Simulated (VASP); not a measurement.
Input:

```yaml
crystal:
  lattice:
    - [0.00000, 2.98337, 2.98337]
    - [2.98337, 0.00000, 2.98337]
    - [2.98337, 2.98337, 0.00000]
  atoms:
    - { symbol: Al, position: [0.25000, 0.25000, 0.25000] }
    - { symbol: Al, position: [0.75000, 0.75000, 0.75000] }
    - { symbol: Pt, position: [0.00000, 0.00000, 0.00000] }
```

Calculation: revPBE GGA, VASP's PBE PAW potentials (set 64) (plane waves; VASP 6.6.1). Settings: 520 eV cut-off, 10×10×10 Γ-centred mesh, tetrahedra with Blöchl corrections, potentials Al Pt.

Unless said otherwise, spin-orbit coupling is left out, though it shifts the bands of the heavy elements here.

What does the run give for the energy per atom (σ→0), band gap (on the k-mesh) with the smallest direct gap where there is one?

| Quantity | Result |
|---|---|
| band gap (on the k-mesh) | none (metal, semimetal or under 0.01 eV) |
| energy per atom (σ→0) | -5.115 eV/atom |

The absolute energy has meaning only against runs of the same code, potentials and settings.

The compound is PtAl2 in the fluorite structure. It was relaxed first.
